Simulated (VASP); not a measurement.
Method: LDA (Ceperley-Alder, Perdew-Zunger), VASP's LDA PAW potentials (set 64) (plane waves; VASP).

VASP ran on this input.

INCAR:
```
! general
SYSTEM   =  BN
PREC     =  Accurate
ENCUT    =  620
LREAL    =  F   ! projection in real space or not
LASPH    =  T   ! aspherical one-centre terms

! electronic loop
EDIFF    =  1E-6   ! SCF stop (eV)
NELM     =  100   ! most electronic steps
ALGO     =  Normal   ! blocked Davidson

! smearing
ISMEAR   =  0
SIGMA    =  0.05

! ions
IBRION   =  2   ! conjugate gradients
NSW      =  40
ISIF     =  3   ! ions, shape and volume
EDIFFG   =  -0.02
PSTRESS  =  50

! output
LWAVE    =  F
LCHARG   =  F
```

KPOINTS:
```
Automatic mesh
0
Gamma
13 13 13
0 0 0
```

### POSCAR
```
BN
1.0
  0.0000000000   1.7840152749   1.7840152749
  1.7840152749   0.0000000000   1.7840152749
  1.7840152749   1.7840152749   0.0000000000
B N
1 1
Direct
  0.0000000000   0.0000000000   0.0000000000
  0.2500000000   0.2500000000   0.2500000000
```

POTCAR, in this order: B N (LDA.64 set). Program: vasp_std.

The run wrote:

File OSZICAR:
```
       N       E                     dE             d eps       ncg     rms          rms(c)
DAV:   1     0.109312367400E+02    0.10931E+02   -0.58587E+03  1376   0.114E+03
DAV:   2    -0.204657183992E+02   -0.31397E+02   -0.30426E+02  1872   0.173E+02
DAV:   3    -0.206191089416E+02   -0.15339E+00   -0.15339E+00  1512   0.155E+01
DAV:   4    -0.206192595857E+02   -0.15064E-03   -0.15064E-03  1880   0.457E-01
DAV:   5    -0.206192596180E+02   -0.32354E-07   -0.32353E-07  1488   0.500E-03    0.670E+00
DAV:   6    -0.195715915824E+02    0.10477E+01   -0.37855E+00  1384   0.142E+01    0.319E+00
DAV:   7    -0.194476046666E+02    0.12399E+00   -0.11858E-01  1784   0.318E+00    0.180E+00
DAV:   8    -0.194148217119E+02    0.32783E-01   -0.62514E-02  1464   0.200E+00    0.197E-01
DAV:   9    -0.194146714788E+02    0.15023E-03   -0.42186E-04  1360   0.248E-01    0.803E-02
DAV:  10    -0.194146528303E+02    0.18649E-04   -0.52572E-05  1792   0.844E-02    0.134E-02
DAV:  11    -0.194146532594E+02   -0.42908E-06   -0.14285E-06  1080   0.102E-02
   1 F= -.19060260E+02 E0= -.19060260E+02  d E =-.190603E+02
```

**OUTCAR**
```
------------------------ aborting loop because EDIFF is reached ----------------------------------------
  FORCE on cell =-STRESS in cart. coord.  units (eV):
  Direction    XX          YY          ZZ          XY          YZ          ZX
  --------------------------------------------------------------------------------------
  Total        0.3571501      0.3571501      0.3571501      0.0000000      0.0000000      0.0000000
  in kB       50.3889891     50.3889891     50.3889891      0.0000000      0.0000000      0.0000000
  external PRESSURE =       0.3889891 kB  Pullay stress =      50.0000000 kB
  volume of cell :       11.36
      direct lattice vectors                 reciprocal lattice vectors
     0.000000000  1.784015275  1.784015275    -0.280266659  0.280266659  0.280266659
     1.784015275  0.000000000  1.784015275     0.280266659 -0.280266659  0.280266659
     1.784015275  1.784015275  0.000000000     0.280266659  0.280266659 -0.280266659
  FREE ENERGIE OF THE ION-ELECTRON SYSTEM (eV)
  ---------------------------------------------------
  free  energy   TOTEN  =       -19.4146532594 eV

  energy  without entropy=      -19.4146532594  energy(sigma->0) =      -19.41465326
  enthalpy is  TOTEN    =       -19.0602602691 eV   P V=        0.3543929903

 reached required accuracy - stopping structural energy minimisation
```
(Selected blocks of OUTCAR.)

The compound is BN in the zinc blende structure. It was relaxed first under an external pressure of 5 GPa.
